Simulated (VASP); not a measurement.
These are vdW-DF2, VASP's PBE PAW potentials (set 64) (plane waves; VASP) values and carry that method's errors.

The input files of a VASP run:

POSCAR:
```
Rb
4.8130480
 -0.5773502449   0.5773502449   0.5773502449
  0.5773502449  -0.5773502449   0.5773502449
  0.5773502449   0.5773502449  -0.5773502449
Rb
1
Cart
  0.0000000000   0.0000000000   0.0000000000
```

### INCAR
```
# general
SYSTEM    =  Rb
PREC      =  Accurate
ENCUT     =  520
LREAL     =  .FALSE.
LASPH     =  .TRUE.

# electronic loop
EDIFF     =  1E-7
NELM      =  100
ALGO      =  Normal
LMAXMIX   =  4

# smearing
ISMEAR    =  -5

# functional
GGA       =  ML
LUSE_VDW  =  .TRUE.
AGGAC     =  0.0
ZAB_VDW   =  -1.8867

# ions
ISIF      =  2

# output
LWAVE     =  .FALSE.
LCHARG    =  .TRUE.
LORBIT    =  11
NEDOS     =  601
```

KPOINTS:
```
Automatic mesh
0
Gamma
10 10 10
0 0 0
```

POTCAR, in this order: Rb_sv (PBE.64 set). Program: vasp_std.

Task: Predict the energy per atom (σ→0), band gap (on the k-mesh).

Result: 
- energy per atom (σ→0) = 1.054 eV/atom
- band gap (on the k-mesh) = none (metal, semimetal or under 0.01 eV)

**OSZICAR**
```
...
DAV:   7     0.105364704436E+01    0.75738E-03   -0.58675E-03  1032   0.584E-01    0.946E-02
DAV:   8     0.105356453780E+01   -0.82507E-04   -0.42199E-04  1032   0.172E-01    0.178E-02
DAV:   9     0.105353201693E+01   -0.32521E-04   -0.45709E-05  1040   0.443E-02    0.520E-03
DAV:  10     0.105350515872E+01   -0.26858E-04   -0.99939E-05   848   0.624E-02    0.324E-03
DAV:  11     0.105350217063E+01   -0.29881E-05   -0.14774E-05   992   0.268E-02    0.704E-04
DAV:  12     0.105350199421E+01   -0.17642E-06   -0.18048E-06  1128   0.856E-03    0.472E-04
DAV:  13     0.105350199860E+01    0.43849E-08   -0.17386E-07  1096   0.297E-03
   1 F= 0.10535020E+01 E0= 0.10535020E+01  d E =0.000000E+00
```

The compound is Rb in the bcc structure. It was relaxed first.
